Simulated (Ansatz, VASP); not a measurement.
CsTaS2 in VASP and in Ansatz

```
Cs Ta S
1.0
     3.54382    0.00000    0.00000
    -1.77191    3.06904    0.00000
     0.00000    0.00000    8.27431
Cs Ta S
1 1 2
Direct
  0.33333 0.66667 0.50000
  0.66667 0.33333 0.00000
  0.00000 0.00000 0.18157
  0.00000 0.00000 0.81843
```

Alike in both runs: task relaxation of cell and atoms; functional PBE; k mesh 12 × 12 × 4; occupations gaussian, width 0.01 eV; no spin polarisation.

```csv
,VASP,Ansatz
version,VASP 6.6.1,Ansatz 0.2.0
potentials or method,"VASP PAW PBE potentials, release 64 (Cs_sv, Ta_pv, S)","scalar-relativistic, plane waves, PAW"
plane-wave cutoff (eV),600,420
valence electrons in the cell,32,34
```

Ansatz gave:

* gap on the k mesh at the Fermi level, each at its own relaxed structure (eV): 0.15
* relaxed volume (Å³/atom): 22.46
* relaxed cell length with the largest relative difference (Å): 8.268

Q: Estimate VASP's values.

A: gap on the k mesh at the Fermi level, each at its own relaxed structure (eV): 0.11; relaxed volume (Å³/atom): 22.54; relaxed cell length with the largest relative difference (Å): 8.278.

The two sets of potentials don't hold the same shells in valence.

Caveats: spin-orbit coupling is left out, which moves the levels of the heavy elements.
